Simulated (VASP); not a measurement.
Wanted: the native input for a VASP 6.6.1 run.

| Property | Result |
| --- | --- |
| Task | single point |
| Functional | PBE |
| Potentials or basis | VASP PAW PBE potentials, release 64 (Ge_d, Ga_d) |
| Cutoff | 520 eV |
| k mesh | 8 × 8 × 8 |
| Occupations | fermi-dirac, width 0.05 eV |
| Spin | no spin polarisation |
| Further INCAR settings | ALGO = Normal; EDIFF = 1e-07; NBANDS = 20 |

The structure of GaGe lies in POSCAR:

```
GaGe
1.0
    0.0000000000      2.8978440000      2.8978440000
    2.8978440000      0.0000000000      2.8978440000
    2.8978440000      2.8978440000      0.0000000000
Ge Ga
1 1
Direct
    0.0000000000      0.0000000000      0.0000000000
    0.2500000000      0.2500000000      0.2500000000
```

The cell comes from a database or a generator and needn't be the stable form of this composition.

One way to write it, as run:

INCAR

```
PREC     = Accurate       # precision mode
ENCUT    = 520            # plane-wave cutoff, eV
EDIFF    = 1E-7           # SCF threshold, eV
ISMEAR   = -1             # smearing method
SIGMA    = 0.05           # smearing width, eV
LREAL    = F              # projectors in reciprocal space
LASPH    = T              # aspherical terms in the spheres
NELM     = 60             # most SCF steps
ALGO     = Normal         # electronic algorithm
ISIF     = 2              # what is computed and relaxed
LWAVE    = F              # write WAVECAR
LCHARG   = F              # write CHGCAR
GGA      = PE             # functional
NBANDS   = 20             # bands
```

KPOINTS

```
regular mesh
0
Gamma
  8 8 8
```

Potentials or basis: VASP PAW PBE potentials, release 64 (Ge_d, Ga_d).

Launch:

```sh
$ cat potpaw_PBE.64/Ge_d/POTCAR potpaw_PBE.64/Ga_d/POTCAR > POTCAR
$ mpirun -np 1 vasp_std > vasp.out
```

It gave:

The pressure is 0.3 GPa and the band gap on the k mesh is none (metal or under the smearing width).

Wall time 23 s on 1 thread of Intel(R) Xeon(R) Platinum 8259CL CPU @ 2.50GHz (Skylake/Cascade Lake), on a shared host, peak memory 0.18 GiB.
